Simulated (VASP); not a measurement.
An input for Quantum ESPRESSO's pw.x (written as the equivalent of a VASP run, and not itself run):

```
&CONTROL
  calculation = 'scf'
  pseudo_dir = './pseudo'
  outdir = './out'
  tprnfor = .true.
  tstress = .true.
/
&SYSTEM
  ibrav = 0
  nat = 4
  ntyp = 1
  ecutwfc = 44
  occupations = 'smearing'
  smearing = 'gaussian'
  degauss = 0.003675
  input_dft = 'pbe'
/
&ELECTRONS
  conv_thr = 0.00073
  electron_maxstep = 100
/
ATOMIC_SPECIES
  P 30.974 P.upf
CELL_PARAMETERS angstrom
     1.6760820   -5.3136830    0.0000000
     1.6760820    5.3136830    0.0000000
     0.0000000    0.0000000    4.4635820
ATOMIC_POSITIONS crystal
  P    0.1017000  0.8983000  0.9194000
  P    0.3983000  0.6017000  0.4194000
  P    0.6017000  0.3983000  0.5806000
  P    0.9080300  0.1114300  0.0806000
K_POINTS automatic
  6 6 5 0 0 0
```

Question: Write the VASP files for the same calculation (PBE).

Answer: One answer among several that fit: 
**POSCAR**
```
P
1
    1.6760820000    -5.3136830000     0.0000000000
    1.6760820000     5.3136830000     0.0000000000
    0.0000000000     0.0000000000     4.4635820000
P
4
Direct
  0.1017000000   0.8983000000   0.9194000000
  0.3983000000   0.6017000000   0.4194000000
  0.6017000000   0.3983000000   0.5806000000
  0.9080300000   0.1114300000   0.0806000000
```

INCAR:
```
SYSTEM = P
PREC = Accurate
ENCUT = 400
EDIFF = 1E-2
NELM = 100
ALGO = Normal
LREAL = .FALSE.
LASPH = .TRUE.
ISMEAR = 0
SIGMA = 0.05
GGA = PE
LWAVE = .FALSE.
LCHARG = .FALSE.
ISIF = 2
```

KPOINTS:
```
Automatic mesh
0
Gamma
6 6 5
0 0 0
```

POTCAR, in this order: P (PBE.64 set). Program: vasp_std.

The two are equivalent in intent, not identical: the potentials are each code's own (VASP's PAW set, PseudoDojo norm-conserving files in pw.x), so ENCUT and ecutwfc are chosen apart and not converted; conv_thr bounds pw.x's estimated SCF error, while EDIFF bounds the energy change between steps.

The compound is P in the black structure. The cell was not relaxed at this level, atoms are displaced from their ideal sites. The run is one of a series of settings (EDIFF = 1E-2 against the base run), some of them coarse on purpose.
